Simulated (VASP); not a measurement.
A VASP calculation is set up with these files.

POSCAR:
```
CdO
1
    0.0000000000     2.4147252342     2.4147252342
    2.4147252342     0.0000000000     2.4147252342
    2.4147252342     2.4147252342     0.0000000000
Cd O
1 1
Direct
  0.0000000000   0.0000000000   0.0000000000
  0.5000000000   0.5000000000   0.5000000000
```

### INCAR
```
SYSTEM  =  CdO
PREC  =  Accurate; ENCUT  =  520; LREAL  =  .FALSE.
LASPH  =  .TRUE.
EDIFF  =  1E-7; NELM  =  100; ALGO  =  Normal
LMAXMIX  =  4
ISMEAR  =  1; SIGMA  =  0.1
GGA  =  PE
ISIF  =  2
LWAVE  =  .FALSE.; LCHARG  =  .FALSE.
```

File KPOINTS:
```
Automatic mesh
0
Gamma
13 13 13
0 0 0
```

POTCAR, in this order: Cd O (PBE.64 set). Program: vasp_std.

Question: Write an equivalent input for Quantum ESPRESSO's pw.x.

Answer: One equivalent input (not run):
```
&CONTROL
  calculation = 'scf'
  pseudo_dir = './pseudo'
  outdir = './out'
  tprnfor = .true.
  tstress = .true.
/
&SYSTEM
  ibrav = 0
  nat = 2
  ntyp = 2
  ecutwfc = 102
  occupations = 'smearing'
  smearing = 'methfessel-paxton'
  degauss = 0.00735
  input_dft = 'pbe'
/
&ELECTRONS
  conv_thr = 7.3e-09
  electron_maxstep = 100
/
ATOMIC_SPECIES
  Cd 112.414 Cd.upf
  O 15.999 O.upf
CELL_PARAMETERS angstrom
     0.0000000    2.4147252    2.4147252
     2.4147252    0.0000000    2.4147252
     2.4147252    2.4147252    0.0000000
ATOMIC_POSITIONS crystal
  Cd   0.0000000  0.0000000  0.0000000
  O    0.5000000  0.5000000  0.5000000
K_POINTS automatic
  13 13 13 0 0 0
```
The two are equivalent in intent, not identical: the potentials are each code's own (VASP's PAW set, PseudoDojo norm-conserving files in pw.x), so ENCUT and ecutwfc are chosen apart and not converted; conv_thr bounds pw.x's estimated SCF error, while EDIFF bounds the energy change between steps.

The compound is CdO in the rock salt structure. This cell is one point of a volume scan, at 1.03 of the reference volume.
